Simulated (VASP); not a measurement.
# Nb2SnSe (P-6m2) in VASP: elastic constants with PBE

Aim: the elastic constants of Nb2SnSe with PBE.

Everything below comes from runs of VASP 6.6.1. Logs are shortened: lines on timing, memory, paths and dates and some standing lists are left out, and cuts for length are marked.

## (1) Starting point

The structure is hexagonal, space group P-6m2 (No. 187). Conventional cell: a = 3.383 Å, b = 3.383 Å, c = 7.780 Å, α = 90.00°, β = 90.00°, γ = 120.00°. Nb (site symmetry 3m) has 3 Se at 2.62 Å and 3 Sn at 2.90 Å as nearest neighbours. Sn (site symmetry -6m2) is surrounded by 6 Nb at 2.90 Å. Around Se (site symmetry -6m2) lie 6 Nb at 2.62 Å.

The cell was built by a generator and needn't be a form met in nature.

## (2) Elastic constants, PBE

POSCAR reads:

```
Nb2SnSe
1.0
    3.3831750000      0.0000000000      0.0000000000
   -1.6915880000      2.9299160000      0.0000000000
    0.0000000000      0.0000000000      7.7798200000
Nb Sn Se
2 1 1
Direct
    0.6666670000      0.3333330000      0.7250750000
    0.6666670000      0.3333330000      0.2749250000
    0.0000000000      0.0000000000      0.0000000000
    0.3333330000      0.6666670000      0.5000000000
```

INCAR.step1 reads:

```
PREC = Accurate
ENCUT = 520
EDIFF = 1E-8
ISMEAR = 0
SIGMA = 0.1
LREAL = F
LASPH = T
NELM = 100
ALGO = Normal
ISIF = 3
LWAVE = F
LCHARG = F
GGA = PE
KPAR = 8
IBRION = 2
NSW = 40
EDIFFG = -0.002
```

INCAR.step2 reads:

```
PREC = Accurate
ENCUT = 520
EDIFF = 1E-8
ISMEAR = 0
SIGMA = 0.1
LREAL = F
LASPH = T
NELM = 100
ALGO = Normal
ISIF = 3
LWAVE = F
LCHARG = F
GGA = PE
KPAR = 8
IBRION = 6
NFREE = 2
POTIM = 0.015
NSW = 1
```

KPOINTS reads:

```
regular mesh
0
Gamma
  10 10 5
```

Potentials or basis: VASP PAW PBE potentials, release 64 (Nb_sv, Sn_d, Se).

Started as:

```
$ cat potpaw_PBE.64/Nb_sv/POTCAR potpaw_PBE.64/Sn_d/POTCAR potpaw_PBE.64/Se/POTCAR > POTCAR
$ cp INCAR.step1 INCAR
$ mpirun -np 8 vasp_std > vasp.out
$ cp CONTCAR POSCAR
$ cp INCAR.step2 INCAR
$ mpirun -np 8 vasp_std > vasp.out
```

OUTCAR:

```text
PREC = Accurate
   ENCUT = 520
   EDIFF = 1E-8
   ISMEAR = 0
   LREAL = F
   LASPH = T
   NELM = 100
   ISIF = 3
   GGA = PE
   IBRION = 6
   NFREE = 2
   POTIM = 0.015
   NSW = 1

 ion  position               nearest neighbor table
   1  0.667  0.333  0.725-   4 2.62   4 2.62   4 2.62   3 2.91   3 2.91   3 2.91
   2  0.667  0.333  0.275-   4 2.62   4 2.62   4 2.62   3 2.91   3 2.91   3 2.91
   3  0.000  0.000  0.000-   1 2.91   2 2.91   1 2.91   2 2.91   1 2.91   2 2.91
   4  0.333  0.667  0.500-   1 2.62   2 2.62   1 2.62   2 2.62   1 2.62   2 2.62

  LATTYP: Found a hexagonal cell.
 ALAT       =     3.3659227085
 C/A-ratio  =     2.3307467653

  Lattice vectors:

 A1 = (   3.3659227085,   0.0000000029,   0.0000000000)
 A2 = (  -1.6829618492,   2.9149750681,   0.0000000000)
 A3 = (   0.0000000000,   0.0000000000,   7.8451134652)

Analysis of symmetry for initial positions (statically):
=====================================================================
 Subroutine PRICEL returns:
 Original cell was already a primitive cell.

 Routine SETGRP: Setting up the symmetry group for a
 hexagonal supercell.

 Subroutine GETGRP returns: Found 12 space group operations
 (whereof 12 operations were pure point group operations)
 out of a pool of 24 trial point group operations.

The static configuration has the point symmetry D_3h.

Analysis of symmetry for dynamics (positions and initial velocities):
=====================================================================
 Subroutine PRICEL returns:
 Original cell was already a primitive cell.

 Routine SETGRP: Setting up the symmetry group for a
 hexagonal supercell.

 Subroutine GETGRP returns: Found 12 space group operations
 (whereof 12 operations were pure point group operations)
 out of a pool of 24 trial point group operations.

The dynamic configuration has the point symmetry D_3h.

 Subroutine INISYM returns: Found 12 space group operations
 (whereof 12 operations are pure point group operations),
 and found     1 'primitive' translations

----------------------------------------------------------------------------------------

                                     Primitive cell

  volume of cell :      76.9730

  direct lattice vectors                    reciprocal lattice vectors
     3.365922709  0.000000003  0.000000000     0.297095354  0.171528104  0.000000000
    -1.682961849  2.914975068  0.000000000    -0.000000000  0.343056107  0.000000000
     0.000000000  0.000000000  7.845113465     0.000000000  0.000000000  0.127467882

  length of vectors
     3.365922709  3.365923385  7.845113465     0.343056176  0.343056107  0.127467882

  position of ions in fractional coordinates (direct lattice)
     0.666667000  0.333333000  0.724660037
     0.666667000  0.333333000  0.275339963
     0.000000000  0.000000000  0.000000000
     0.333333000  0.666667000  0.500000000

  ion indices of the primitive-cell ions
   primitive index   ion index
                 1           1
                 2           2
                 3           3
                 4           4

----------------------------------------------------------------------------------------

 KPOINTS: regular mesh

[... 116 lines left out ...]
  free energy    TOTEN  =       -28.99632543 eV

  energy without entropy =      -28.98180053  energy(sigma->0) =      -28.98906298

------------------------ aborting loop because EDIFF is reached ----------------------------------------

  FORCE on cell =-STRESS in cart. coord.  units (eV):
  Direction    XX          YY          ZZ          XY          YZ          ZX
  --------------------------------------------------------------------------------------
  -------------------------------------------------------------------------------------
  Total        0.0001022      0.0001022      0.0037729     -0.0000000      0.0000000     -0.0000000
  in kB        0.0021265      0.0021265      0.0785325     -0.0000000      0.0000000     -0.0000000
  external PRESSURE =       0.0275952 kB  Pullay stress =       0.0000000 kB
[... 95 lines left out ...]
  FREE ENERGIE OF THE ION-ELECTRON SYSTEM (eV)
  ---------------------------------------------------
  free  energy   TOTEN  =       -28.9875220947 eV

  energy  without entropy=      -28.9730081517  energy(sigma->0) =      -28.98026512

[... ionic steps 4 to 22 ...]

--------------------------------------- Ionic step       23  -------------------------------------------

 number of electron      45.9999994 magnetization

------------------------ aborting loop because EDIFF is reached ----------------------------------------
[... 71 lines left out ...]
--------------------------------------- Ionic step       25  -------------------------------------------

 number of electron      45.9999993 magnetization

 Free energy of the ion-electron system (eV)
  ---------------------------------------------------
  ext. energy  EPLUGINS =         0.00000000
  ---------------------------------------------------
  free energy    TOTEN  =       -28.99489296 eV

  energy without entropy =      -28.98036728  energy(sigma->0) =      -28.98763012

 E-fermi :  10.4300     XC(G=0): -11.7618

 val. band max:       10.4282127608   @ k =   0.0000   0.2000   0.2000
 cond. band min:      10.4421958023   @ k =   0.0000   0.0000   0.2000
 fundamental gap:      0.0139830415
 Fermi energy:        10.4300226326

 k-point     1 :       0.0000    0.0000    0.0000
  band No.  band energies     occupation
      1     -44.8341      2.00000
      2     -44.8261      2.00000
      3     -21.1269      2.00000
      4     -21.0069      2.00000
      5     -20.7303      2.00000
      6     -20.7303      2.00000
[... 709 lines left out ...]
     26      12.4290      0.00000
     27      12.7940      0.00000

 [... further k-points ...]

------------------------ aborting loop because EDIFF is reached ----------------------------------------

  FORCE on cell =-STRESS in cart. coord.  units (eV):
  Direction    XX          YY          ZZ          XY          YZ          ZX
  --------------------------------------------------------------------------------------
  -------------------------------------------------------------------------------------
  Total        0.0069238      0.0069238      0.0090172     -0.0000000     -0.0000000      0.0000000
  in kB        0.1441178      0.1441179      0.1876911     -0.0000000     -0.0000000      0.0000000
  external PRESSURE =       0.1586423 kB  Pullay stress =       0.0000000 kB
[... 19 lines left out ...]
  FREE ENERGIE OF THE ION-ELECTRON SYSTEM (eV)
  ---------------------------------------------------
  free  energy   TOTEN  =       -28.9948929610 eV

  energy  without entropy=      -28.9803672776  energy(sigma->0) =      -28.98763012

 INTERNAL STRAIN TENSORS FROM STRAINED CELLS
 ============================================

 INTERNAL STRAIN TENSOR FOR ION    1 for displacements in x,y,z  (eV/Angst):
          X           Y           Z          XY          YZ          ZX
  --------------------------------------------------------------------------------
  x    -0.00000     0.00000     0.00000     2.48486     0.00000    -1.47560
  y     2.50088    -2.49436    -0.00000    -0.00003    -1.47335    -0.00010
  z    -2.09160    -2.11197    -1.52596     0.00022     0.00100    -0.00041

 INTERNAL STRAIN TENSORS FROM DISPLACED ATOMS
 ============================================

 INTERNAL STRAIN TENSOR FOR ION    1 for displacements in x,y,z  (eV/Angst):
          X           Y           Z          XY          YZ          ZX
  --------------------------------------------------------------------------------
  x    -0.00000     0.00000    -0.00000     2.48359     0.00000    -1.46083
  y     2.48359    -2.48359     0.00000     0.00000    -1.46084     0.00000
  z    -2.13056    -2.13057    -1.66514     0.00000     0.00000     0.00000

 INTERNAL STRAIN TENSOR FOR ION    4 for displacements in x,y,z  (eV/Angst):
          X           Y           Z          XY          YZ          ZX
  --------------------------------------------------------------------------------
  x     0.00000    -0.00000     0.00000    -8.63055     0.00000     0.00000
  y    -8.63055     8.63056     0.00000    -0.00000     0.00000     0.00000
  z     0.00000     0.00000     0.00000     0.00000     0.00000     0.00000

 Eigenvectors and eigenvalues of the dynamical matrix
 ----------------------------------------------------

   1 f  =    7.618992 THz    47.871537 2PiTHz  254.142210 cm-1    31.509604 meV
             X         Y         Z           dx          dy          dz
      1.682963  0.971657  5.685040     0.000000   -0.000000   -0.464475
      1.682963  0.971657  2.160073     0.000000   -0.000000   -0.464475
      0.000000  0.000000  0.000000     0.000000    0.000000    0.238338
     -0.000002  1.943318  3.922557    -0.000000    0.000000    0.715346
[... 71 lines left out ...]
  12 f/i=    0.002721 THz     0.017098 2PiTHz    0.090771 cm-1     0.011254 meV
             X         Y         Z           dx          dy          dz
      1.682963  0.971657  5.685040    -0.187190    0.455047    0.000000
      1.682963  0.971657  2.160073    -0.187190    0.455047    0.000000
      0.000000  0.000000  0.000000    -0.211900    0.515116    0.000000
     -0.000002  1.943318  3.922557    -0.172475    0.419274    0.000000

--------------------------------------------------------------------------------------------------------

 ELASTIC MODULI CONTR FROM IONIC RELAXATION (kBar)
 Direction    XX          YY          ZZ          XY          YZ          ZX
 --------------------------------------------------------------------------------
 XX        -255.0317    225.9174    -11.3771      0.0000     -0.0000      0.0000
 YY         225.9174   -255.0318    -11.3771      0.0000      0.0000     -0.0000
 ZZ         -11.3771    -11.3771     -8.8918      0.0000     -0.0000      0.0000
 XY           0.0000      0.0000      0.0000   -240.4746      0.0000     -0.0000
 YZ          -0.0000      0.0000     -0.0000      0.0000    -13.1541      0.0000
 ZX           0.0000     -0.0000      0.0000     -0.0000      0.0000    -13.1541
 --------------------------------------------------------------------------------

 TOTAL ELASTIC MODULI (kBar)
 Direction    XX          YY          ZZ          XY          YZ          ZX
 --------------------------------------------------------------------------------
 XX        1339.8862   1190.6451   1335.4783     -0.0002     -0.0000      0.0000
 YY        1190.6451   1339.8871   1335.4788     -0.0002      0.0000     -0.0000
 ZZ        1335.4783   1335.4788   2182.4122     -0.0002     -0.0000      0.0000
 XY          -0.0002     -0.0002     -0.0002     74.6208      0.0000     -0.0000
 YZ          -0.0000      0.0000     -0.0000      0.0000   1286.2674     -0.0002
 ZX           0.0000     -0.0000      0.0000     -0.0000     -0.0002   1286.2669
 --------------------------------------------------------------------------------
```

Wall time 11 min (8 MPI ranks of Intel Xeon 6975P-C (Granite Rapids), shared host); peak memory 0.92 GiB.

Results:

- Relaxed volume: 19.24 Å³/atom
- Relaxed cell: a = 3.366 Å, b = 3.366 Å, c = 7.845 Å, α = 90.00°, β = 90.00°, γ = 120.00°
- Space group after relaxing (to 0.05 Å): P-6m2 (No. 187)
- Voigt bulk modulus: 140 GPa
- Highest phonon frequency at Γ, LO-TO splitting left out: 254 cm⁻¹

The path:
```
step  energy change (eV)  largest force (eV/Å)  pressure (GPa)  volume (Å³)
   1              0.0000                0.0477            0.02        77.12
   2             -0.0010                0.0191           -0.11        77.14
   3             -0.0015                0.0182           -0.28        77.18
   4             -0.0013                0.0366            0.48        76.72
   5             -0.0017                0.0256            0.03        76.99
   6             -0.0017                0.0092            0.02        76.98
   7             -0.0018                0.0013            0.01        76.97
```

Final structure:
```
Nb Sn Se
1.0
     3.36592    0.00000    0.00000
    -1.68296    2.91498    0.00000
     0.00000    0.00000    7.84511
Nb Sn Se
2 1 1
Direct
  0.66667 0.33333 0.72466
  0.66667 0.33333 0.27534
  0.00000 0.00000 0.00000
  0.33333 0.66667 0.50000
```

Phonon frequencies in cm⁻¹ (negative: imaginary):
```csv
q point,frequencies
"(0.000, 0.000, 0.000)",0 0 0 114 114 141 141 195 197 203 203 254
```

Elastic tensor in Voigt notation (GPa, in the Cartesian axes of the cell as first typed):
```
134 119 134   0   0   0
119 134 134   0   0   0
134 134 218   0   0   0
  0   0   0 129   0   0
  0   0   0   0 129   0
  0   0   0   0   0   7
```

Clamped-ion elastic tensor (GPa):
```
159  96 135   0   0   0
 96 159 135   0   0   0
135 135 219   0   0   0
  0   0   0 130   0   0
  0   0   0   0 130   0
  0   0   0   0   0  32
```
